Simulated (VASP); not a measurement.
OSZICAR of a VASP run on Bi (space group R-3m):

File OSZICAR:
```
       N       E                     dE             d eps       ncg     rms          rms(c)
DAV:   1     0.250666391235E+03    0.25067E+03   -0.12846E+04  1707   0.136E+03
DAV:   2     0.995977406490E+01   -0.24071E+03   -0.23687E+03  1705   0.389E+02
DAV:   3    -0.809017016681E+01   -0.18050E+02   -0.17771E+02  1941   0.132E+02
DAV:   4    -0.861122495853E+01   -0.52105E+00   -0.52029E+00  1895   0.244E+01
DAV:   5    -0.863359906721E+01   -0.22374E-01   -0.22373E-01  2315   0.416E+00    0.110E+00
DAV:   6    -0.862211580183E+01    0.11483E-01   -0.17571E-02  2002   0.152E+00    0.648E-01
DAV:   7    -0.861642905904E+01    0.56867E-02   -0.10853E-02  1877   0.122E+00    0.987E-02
DAV:   8    -0.861644647832E+01   -0.17419E-04   -0.11077E-03  1765   0.373E-01    0.262E-02
DAV:   9    -0.861645882724E+01   -0.12349E-04   -0.59257E-05  2520   0.820E-02    0.100E-02
DAV:  10    -0.861645743631E+01    0.13909E-05   -0.45479E-06  1429   0.215E-02    0.157E-03
DAV:  11    -0.861645745860E+01   -0.22297E-07   -0.37991E-07   911   0.617E-03
   1 F= -.86164575E+01 E0= -.86164572E+01  d E =-.446618E-06
```

Problem. Which electronic solver shows in the log?

Solution. It is blocked Davidson (ALGO = Normal, or the opening steps of other solvers). The INCAR had ALGO = Normal.

Problem. Can the final energy be trusted as converged?

Solution. Self-consistency was reached. It stopped with EDIFF = 1E-6, NELM = 100 (PBEsol GGA, plane waves, VASP's PBE PAW potentials (set 64)).

The structure is a typed Bi crystal. The cell was not relaxed at this level. The run is one of a series of settings (GGA = PS against the base run), some of them coarse on purpose.
